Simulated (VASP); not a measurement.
Level of theory: r2SCAN meta-GGA, VASP's PBE PAW potentials (set 64) (plane waves; VASP 6.6.1).

VASP input:

File POSCAR:
```
Al(111) slab
1.0
  2.8159444842   0.0000000000   0.0000000000
 -1.4079722421   2.4386794954   0.0000000000
  0.0000000000   0.0000000000  23.9462725876
Al
4
Cart
  0.0000000000   0.0000000000   8.5243222769
  1.4079736501   0.8128923522  10.8235236394
 -0.0000014080   1.6257871432  13.1227489482
  0.0000000000   0.0000000000  15.4219503107
```

**KPOINTS**
```
Automatic mesh
0
Gamma
11 11 1
0 0 0
```

### INCAR
```
IDIPOL=3
IBRION=2
EDIFFG=-0.03
LMIXTAU=.True.
ENCUT=400   # plane-wave cut-off (eV)
ISMEAR=1   # Methfessel-Paxton
METAGGA=R2SCAN
SYSTEM=Al(111) slab
DIPOL=0.5 0.5 0.5
ISIF=2
LWAVE=.True.
PREC=Normal
LREAL=.False.   # projection in real space or not
NELMIN=4
LCHARG=.False.
LDIPOL=.True.
NSW=50   # most ionic steps
SIGMA=0.1   # width (eV)
ALGO=Normal
EDIFF=1E-5
NELM=100   # most electronic steps
LASPH=.True.
```

POTCAR, in this order: Al (PBE.64 set). Program: vasp_std.

Output

### OSZICAR
```
...
DAV:   5    -0.275029950352E+02   -0.13830E-02   -0.13828E-02   460   0.817E-01    0.616E+00
DAV:   6    -0.270405063038E+02    0.46249E+00   -0.31058E+00   348   0.740E+00    0.365E+00
DAV:   7    -0.266912763462E+02    0.34923E+00   -0.82780E-01   372   0.512E+00    0.181E+00
DAV:   8    -0.265573350724E+02    0.13394E+00   -0.28688E-01   400   0.278E+00    0.404E-01
DAV:   9    -0.265131684688E+02    0.44167E-01   -0.19447E-02   382   0.105E+00    0.182E-01
DAV:  10    -0.264345604812E+02    0.78608E-01   -0.86116E-03   376   0.527E-01    0.153E-01
DAV:  11    -0.263488939159E+02    0.85667E-01   -0.65411E-03   392   0.495E-01    0.664E-02
DAV:  12    -0.262471151523E+02    0.10178E+00   -0.82967E-03   348   0.601E-01    0.569E-02
DAV:  13    -0.261736679791E+02    0.73447E-01   -0.62062E-03   328   0.602E-01    0.353E-02
DAV:  14    -0.261588579705E+02    0.14810E-01   -0.62521E-04   386   0.197E-01    0.738E-02
DAV:  15    -0.261605808805E+02   -0.17229E-02   -0.14117E-04   352   0.102E-01    0.114E-01
DAV:  16    -0.261615901744E+02   -0.10093E-02   -0.91231E-06   280   0.285E-02    0.130E-01
DAV:  17    -0.261407572121E+02    0.20833E-01   -0.13120E-03   324   0.269E-01    0.104E-01
DAV:  18    -0.261132775761E+02    0.27480E-01   -0.41568E-03   328   0.494E-01    0.157E-01
DAV:  19    -0.261126614254E+02    0.61615E-03   -0.83465E-05   470   0.744E-02    0.129E-01
DAV:  20    -0.261109783466E+02    0.16831E-02   -0.19548E-04   324   0.146E-01    0.151E-01
DAV:  21    -0.261107146954E+02    0.26365E-03   -0.25017E-04   320   0.164E-01    0.165E-01
DAV:  22    -0.261105555576E+02    0.15914E-03   -0.71190E-06   290   0.224E-02    0.163E-01
DAV:  23    -0.261116704211E+02   -0.11149E-02   -0.37137E-03   320   0.338E-01    0.239E-01
DAV:  24    -0.261111623000E+02    0.50812E-03   -0.11535E-04   452   0.727E-02    0.225E-01
DAV:  25    -0.261117391233E+02   -0.57682E-03   -0.82897E-05   326   0.568E-02    0.163E-01
DAV:  26    -0.261118198306E+02   -0.80707E-04   -0.12636E-05   274   0.296E-02    0.882E-02
DAV:  27    -0.261118525660E+02   -0.32735E-04   -0.40091E-06   248   0.198E-02    0.653E-02
DAV:  28    -0.261117385425E+02    0.11402E-03   -0.32135E-05   348   0.405E-02    0.346E-02
DAV:  29    -0.261117313364E+02    0.72061E-05   -0.46976E-06   288   0.166E-02
   1 F= -.26111731E+02 E0= -.26112731E+02  d E =-.261117E+02
       N       E                     dE             d eps       ncg     rms          rms(c)
DAV:   1    -0.261128763621E+02   -0.11378E-02   -0.78379E-03   324   0.596E-01    0.434E-02
DAV:   2    -0.261128876250E+02   -0.11263E-04   -0.52066E-04   360   0.157E-01    0.181E-02
DAV:   3    -0.261128476200E+02    0.40005E-04   -0.52851E-05   362   0.536E-02    0.839E-03
DAV:   4    -0.261128367173E+02    0.10903E-04   -0.72166E-06   234   0.221E-02    0.566E-03
DAV:   5    -0.261128634560E+02   -0.26739E-04   -0.37935E-06   232   0.149E-02    0.225E-03
DAV:   6    -0.261128693081E+02   -0.58520E-05   -0.86571E-07   240   0.953E-03
   2 F= -.26112869E+02 E0= -.26113883E+02  d E =-.113797E-02
       N       E                     dE             d eps       ncg     rms          rms(c)
DAV:   1    -0.261150376000E+02   -0.21741E-02   -0.67365E-02   320   0.177E+00    0.107E-01
DAV:   2    -0.261142338768E+02    0.80372E-03   -0.33103E-03   352   0.438E-01    0.455E-02
DAV:   3    -0.261150490274E+02   -0.81515E-03   -0.51162E-04   336   0.208E-01    0.234E-02
DAV:   4    -0.261150887734E+02   -0.39746E-04   -0.10099E-04   344   0.101E-01    0.201E-02
DAV:   5    -0.261150787875E+02    0.99859E-05   -0.22251E-05   314   0.463E-02
   3 F= -.26115079E+02 E0= -.26116009E+02  d E =-.334745E-02
       N       E                     dE             d eps       ncg     rms          rms(c)
DAV:   1    -0.261150755841E+02    0.13189E-04   -0.26514E-01   320   0.353E+00    0.214E-01
DAV:   2    -0.261148326765E+02    0.24291E-03   -0.92148E-03   364   0.784E-01    0.762E-02
DAV:   3    -0.261158211447E+02   -0.98847E-03   -0.15628E-03   336   0.355E-01    0.577E-02
DAV:   4    -0.261160017796E+02   -0.18063E-03   -0.37735E-04   324   0.180E-01    0.295E-02
DAV:   5    -0.261159621867E+02    0.39593E-04   -0.77715E-05   356   0.834E-02    0.107E-02
DAV:   6    -0.261159618196E+02    0.36710E-06   -0.24125E-05   316   0.493E-02
   4 F= -.26115962E+02 E0= -.26116105E+02  d E =-.423048E-02
       N       E                     dE             d eps       ncg     rms          rms(c)
DAV:   1    -0.261159015144E+02    0.60672E-04   -0.30640E-02   322   0.120E+00    0.703E-02
DAV:   2    -0.261160024099E+02   -0.10090E-03   -0.97630E-04   398   0.250E-01    0.264E-02
DAV:   3    -0.261161406408E+02   -0.13823E-03   -0.54215E-05   372   0.538E-02    0.195E-02
DAV:   4    -0.261162136362E+02   -0.72995E-04   -0.12692E-05   274   0.256E-02    0.833E-03
DAV:   5    -0.261162579176E+02   -0.44281E-04   -0.62619E-06   246   0.203E-02    0.208E-03
DAV:   6    -0.261162677455E+02   -0.98279E-05   -0.33722E-06   264   0.184E-02
   5 F= -.26116268E+02 E0= -.26116773E+02  d E =-.453641E-02
       N       E                     dE             d eps       ncg     rms          rms(c)
DAV:   1    -0.261170356939E+02   -0.77778E-03   -0.66748E-03   326   0.617E-01    0.553E-02
DAV:   2    -0.261169298367E+02    0.10586E-03   -0.30840E-04   330   0.155E-01    0.181E-02
DAV:   3    -0.261169950782E+02   -0.65241E-04   -0.25910E-05   324   0.538E-02    0.147E-02
DAV:   4    -0.261170399555E+02   -0.44877E-04   -0.23778E-05   312   0.601E-02    0.104E-02
DAV:   5    -0.261170378182E+02    0.21373E-05   -0.10317E-05   280   0.363E-02
   6 F= -.26117038E+02 E0= -.26117306E+02  d E =-.770073E-03
       N       E                     dE             d eps       ncg     rms          rms(c)
DAV:   1    -0.261181938868E+02   -0.11539E-02   -0.60223E-02   326   0.185E+00    0.164E-01
DAV:   2    -0.261174095456E+02    0.78434E-03   -0.28712E-03   332   0.460E-01    0.550E-02
DAV:   3    -0.261180959754E+02   -0.68643E-03   -0.31187E-04   346   0.174E-01    0.444E-02
DAV:   4    -0.261183898441E+02   -0.29387E-03   -0.16374E-04   324   0.154E-01    0.342E-02
DAV:   5    -0.261184498638E+02   -0.60020E-04   -0.96738E-05   320   0.102E-01    0.351E-03
DAV:   6    -0.261184681111E+02   -0.18247E-04   -0.55670E-06   286   0.256E-02    0.518E-03
DAV:   7    -0.261184739118E+02   -0.58007E-05   -0.21180E-06   248   0.182E-02
   7 F= -.26118474E+02 E0= -.26118019E+02  d E =-.220617E-02
       N       E                     dE             d eps       ncg     rms          rms(c)
DAV:   1    -0.261168975575E+02    0.15706E-02   -0.23901E-01   328   0.368E+00    0.330E-01
DAV:   2    -0.261163083177E+02    0.58924E-03   -0.11535E-02   334   0.890E-01    0.114E-01
DAV:   3    -0.261172165630E+02   -0.90825E-03   -0.14027E-03   348   0.371E-01    0.823E-02
DAV:   4    -0.261175594349E+02   -0.34287E-03   -0.38349E-04   344   0.218E-01    0.708E-02
DAV:   5    -0.261179388478E+02   -0.37941E-03   -0.35719E-04   324   0.174E-01    0.800E-03
DAV:   6    -0.261179118783E+02    0.26969E-04   -0.21084E-05   336   0.496E-02    0.840E-03
DAV:   7    -0.261179150296E+02   -0.31513E-05   -0.20168E-06   232   0.156E-02
   8 F= -.26117915E+02 E0= -.26117003E+02  d E =-.164728E-02
       N       E                     dE             d eps       ncg     rms          rms(c)
DAV:   1    -0.261181354254E+02   -0.22355E-03   -0.89448E-02   328   0.225E+00    0.219E-01
DAV:   2    -0.261181916478E+02   -0.56222E-04   -0.41482E-03   348   0.519E-01    0.662E-02
DAV:   3    -0.261184804315E+02   -0.28878E-03   -0.27764E-04   460   0.138E-01    0.507E-02
DAV:   4    -0.261185934899E+02   -0.11306E-03   -0.21014E-05   282   0.357E-02    0.383E-02
DAV:   5    -0.261187294648E+02   -0.13597E-03   -0.39330E-05   326   0.429E-02    0.537E-03
DAV:   6    -0.261187311575E+02   -0.16927E-05   -0.30030E-06   248   0.205E-02
   9 F= -.26118731E+02 E0= -.26117946E+02  d E =-.246341E-02
```

File OUTCAR:
```
------------------------ aborting loop because EDIFF is reached ----------------------------------------
  FORCE on cell =-STRESS in cart. coord.  units (eV):
  Direction    XX          YY          ZZ          XY          YZ          ZX
  --------------------------------------------------------------------------------------
  Total       -1.7841757     -1.7841758     -0.0902464      0.0000000      0.0000000     -0.0000000
  in kB      -17.3832696    -17.3832702     -0.8792731      0.0000000      0.0000000     -0.0000000
  external PRESSURE =     -11.8819376 kB  Pullay stress =       0.0000000 kB
  volume of cell :      164.44
      direct lattice vectors                 reciprocal lattice vectors
     2.815944484  0.000000000  0.000000000     0.355120637  0.205028993  0.000000000
    -1.407972242  2.438679495  0.000000000     0.000000000  0.410057985  0.000000000
     0.000000000  0.000000000 23.946272588     0.000000000  0.000000000  0.041760153
 POSITION                                       TOTAL-FORCE (eV/Angst)
 -----------------------------------------------------------------------------------
      0.00000      0.00000      8.45980         0.000000     -0.000000      0.015837
      1.40797      0.81289     10.80320         0.000000      0.000000     -0.017759
     -0.00000      1.62579     13.14307        -0.000000     -0.000000      0.017759
     -0.00000      0.00000     15.48647        -0.000000      0.000000     -0.015837
 -----------------------------------------------------------------------------------
    total drift:                               -0.000000      0.000000     -0.000000
  FREE ENERGIE OF THE ION-ELECTRON SYSTEM (eV)
  ---------------------------------------------------
  free  energy   TOTEN  =       -26.1187311575 eV

  energy  without entropy=      -26.1163768813  energy(sigma->0) =      -26.11794640

 reached required accuracy - stopping structural energy minimisation
```
(Selected blocks of OUTCAR.)

**CONTCAR**
```
Al(111) slab
   1.00000000000000
     2.8159444842000001    0.0000000000000000    0.0000000000000000
    -1.4079722421000000    2.4386794954000002    0.0000000000000000
     0.0000000000000000    0.0000000000000000   23.9462725875999993
  Al
     4
Direct
     0.0000000000000000    0.0000000000000000    0.3532824847399312
     0.6666669999999968    0.3333330000000032    0.4511433897122866
     0.3333330000000032    0.6666669999999968    0.5488566102877133
     0.0000000000000000    0.0000000000000000    0.6467175152600689
```

The cell is a thin slab with vacuum, built from Al (fcc): (111) face.
